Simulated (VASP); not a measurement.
Output of a VASP run:

File OUTCAR:
```
 ion  position               nearest neighbor table
   1  0.000  0.000  0.000-   2 2.47   3 2.47   2 2.47   3 2.47   3 2.47   3 2.47   2 2.47   2 2.47
                             3 2.47   3 2.47   2 2.47   2 2.47
   2  0.333  0.667  0.500-   3 1.78   3 1.78   3 1.78   1 2.47   1 2.47   1 2.47   1 2.47   1 2.47
                             1 2.47
   3  0.667  0.333  0.500-   2 1.78   2 1.78   2 1.78   1 2.47   1 2.47   1 2.47   1 2.47   1 2.47
                             1 2.47
  LATTYP: Found a hexagonal cell.
 ALAT       =     3.0841081074
 C/A-ratio  =     1.1082802162
 Subroutine PRICEL returns:
 Original cell was already a primitive cell.
 Subroutine GETGRP returns: Found 24 space group operations
The static configuration has the point symmetry D_6h.
The dynamic configuration has the point symmetry D_6h.
 Subroutine INISYM returns: Found 24 space group operations
 Subroutine IBZKPT returns following result:
 Found     40 irreducible k-points:

 Following reciprocal coordinates:
            Coordinates               Weight
  0.000000  0.000000  0.000000      1.000000
  0.125000  0.000000  0.000000      6.000000
  0.250000  0.000000  0.000000      6.000000
  0.375000  0.000000  0.000000      6.000000
  0.500000  0.000000  0.000000      3.000000
  0.125000  0.125000  0.000000      6.000000
  0.250000  0.125000  0.000000     12.000000
  0.375000  0.125000  0.000000     12.000000
  0.250000  0.250000  0.000000      6.000000
  0.375000  0.250000  0.000000      6.000000
  0.000000  0.000000  0.142857      2.000000
  0.125000  0.000000  0.142857     12.000000
  0.250000  0.000000  0.142857     12.000000
  0.375000  0.000000  0.142857     12.000000
  0.500000  0.000000  0.142857      6.000000
  0.125000  0.125000  0.142857     12.000000
  0.250000  0.125000  0.142857     24.000000
  0.375000  0.125000  0.142857     24.000000
  0.250000  0.250000  0.142857     12.000000
  0.375000  0.250000  0.142857     12.000000
  0.000000  0.000000  0.285714      2.000000
  0.125000  0.000000  0.285714     12.000000
  0.250000  0.000000  0.285714     12.000000
  0.375000  0.000000  0.285714     12.000000
  0.500000  0.000000  0.285714      6.000000
  0.125000  0.125000  0.285714     12.000000
  0.250000  0.125000  0.285714     24.000000
  0.375000  0.125000  0.285714     24.000000
  0.250000  0.250000  0.285714     12.000000
  0.375000  0.250000  0.285714     12.000000
  0.000000  0.000000  0.428571      2.000000
  0.125000  0.000000  0.428571     12.000000
  0.250000  0.000000  0.428571     12.000000
  0.375000  0.000000  0.428571     12.000000
  0.500000  0.000000  0.428571      6.000000
  0.125000  0.125000  0.428571     12.000000
  0.250000  0.125000  0.428571     24.000000
  0.375000  0.125000  0.428571     24.000000
  0.250000  0.250000  0.428571     12.000000
  0.375000  0.250000  0.428571     12.000000
   k-points           NKPTS =     40   k-points in BZ     NKDIM =     40   number of bands    NBANDS=     12
   number of dos      NEDOS =    301   number of ions     NIONS =      3
   total plane-waves  NPLWV =   9600
   dimension x,y,z NGX =    20 NGY =   20 NGZ =   24
   dimension x,y,z NGXF=    40 NGYF=   40 NGZF=   48
   ions per type =               1   2
   PREC   = accura    normal or accurate (medium, high low for compatibility)
   ISTART =      0    job   : 0-new  1-cont  2-samecut
   ICHARG =      2    charge: 1-file 2-atom 10-const
   ISPIN  =      1    spin polarized calculation?
   LNONCOLLINEAR =      F non collinear calculations
   LSORBIT =      F    spin-orbit coupling
   INIWAV =      1    electr: 0-lowe 1-rand  2-diag
   ENCUT  =  400.0 eV  29.40 Ry    5.42 a.u.   5.03  5.03  5.57*2*pi/ulx,y,z
   NELM   =    100;   NELMIN=  2; NELMDL= -5     # of ELM steps
   EDIFF  = 0.1E-05   stopping-criterion for ELM
   LREAL  =      F    real-space projection
   NLSPLINE    = F    spline interpolate recip. space projectors
   LMAXMIX     =    6 max onsite mixed and CHGCAR
...
```

**OSZICAR**
```
       N       E                     dE             d eps       ncg     rms          rms(c)
DAV:   1     0.202759020242E+02    0.20276E+02   -0.72691E+03   968   0.104E+03
DAV:   2    -0.286967615984E+02   -0.48973E+02   -0.45776E+02  1164   0.210E+02
DAV:   3    -0.301151374250E+02   -0.14184E+01   -0.13982E+01  1284   0.283E+01
DAV:   4    -0.301241098006E+02   -0.89724E-02   -0.89688E-02  1164   0.251E+00
DAV:   5    -0.301241875330E+02   -0.77732E-04   -0.77716E-04  1252   0.193E-01    0.584E+01
DAV:   6    -0.279512220285E+02    0.21730E+01   -0.48448E+00  1156   0.148E+01    0.420E+01
DAV:   7    -0.279112577658E+02    0.39964E-01   -0.16640E+00  1196   0.906E+00    0.111E+01
DAV:   8    -0.278336136890E+02    0.77644E-01   -0.50110E-01  1124   0.502E+00    0.188E+00
DAV:   9    -0.278294753310E+02    0.41384E-02   -0.32671E-02  1120   0.143E+00    0.327E-01
DAV:  10    -0.278293628996E+02    0.11243E-03   -0.90572E-04  1200   0.260E-01    0.334E-01
DAV:  11    -0.278293643439E+02   -0.14444E-05   -0.86030E-05  1160   0.735E-02    0.151E-01
DAV:  12    -0.278293611799E+02    0.31640E-05   -0.10067E-05  1176   0.264E-02    0.260E-02
DAV:  13    -0.278293612620E+02   -0.82143E-07   -0.31937E-07   636   0.569E-03
   1 F= -.27829361E+02 E0= -.27827277E+02  d E =-.416938E-02
```

File OUTCAR:
```
------------------------ aborting loop because EDIFF is reached ----------------------------------------
  FORCE on cell =-STRESS in cart. coord.  units (eV):
  Direction    XX          YY          ZZ          XY          YZ          ZX
  --------------------------------------------------------------------------------------
  Total        2.0299864      2.0299866      1.4195396      0.0000000      0.0000000      0.0000000
  in kB      115.5140274    115.5140381     80.7772575      0.0000000      0.0000000      0.0000000
  external PRESSURE =     103.9351077 kB  Pullay stress =       0.0000000 kB
  volume of cell :       28.16
      direct lattice vectors                 reciprocal lattice vectors
     1.542054000 -2.670916000  0.000000000     0.324242860 -0.187201694  0.000000000
     1.542054000  2.670916000  0.000000000     0.324242860  0.187201694  0.000000000
     0.000000000  0.000000000  3.418056000     0.000000000  0.000000000  0.292563960
 POSITION                                       TOTAL-FORCE (eV/Angst)
 -----------------------------------------------------------------------------------
      0.00000      0.00000      0.00000         0.000000      0.000000      0.000000
      1.54205      0.89031      1.70903        -0.000000     -0.000000      0.000000
      1.54205     -0.89031      1.70903         0.000000     -0.000000      0.000000
 -----------------------------------------------------------------------------------
    total drift:                                0.000000     -0.000000      0.000000
  FREE ENERGIE OF THE ION-ELECTRON SYSTEM (eV)
  ---------------------------------------------------
  free  energy   TOTEN  =       -27.8293612620 eV

  energy  without entropy=      -27.8251918862  energy(sigma->0) =      -27.82727657
```
(Selected blocks of OUTCAR.)

File POSCAR:
```
HfB2
1
    1.5420540000    -2.6709160000     0.0000000000
    1.5420540000     2.6709160000     0.0000000000
    0.0000000000     0.0000000000     3.4180560000
Hf B
1 2
Direct
  0.0000000000   0.0000000000   0.0000000000
  0.3333330000   0.6666670000   0.5000000000
  0.6666670000   0.3333330000   0.5000000000
```

Problem. Reconstruct the remaining input files.

Solution. Several could match; the one computed here: the input of the run itself, PBEsol GGA, plane waves, VASP's PBE PAW potentials (set 64).

### INCAR
```
# general
SYSTEM  = HfB2
PREC    = Accurate
ENCUT   = 400   # plane-wave cut-off (eV)
LREAL   = .False.
LASPH   = .True.

# electronic loop
EDIFF   = 1E-6   # SCF stop (eV)
NELM    = 100
ALGO    = Normal
LMAXMIX = 6

# smearing
ISMEAR  = 0   # Gaussian
SIGMA   = 0.2   # width (eV)

# functional
GGA     = PS

# ions
ISIF    = 2   # forces and stress, cell fixed

# output
LWAVE   = .False.
LCHARG  = .False.
```

### KPOINTS
```
Regular mesh
0
Gamma
  8 8 7
```

POTCAR, in this order: Hf_pv B (PBE.64 set). Program: vasp_std.

At this cut-off the stress carries a Pulay error, which pulls relaxed volumes low.

The structure is a typed HfB2 crystal (P6/mmm). The cell was not relaxed at this level.
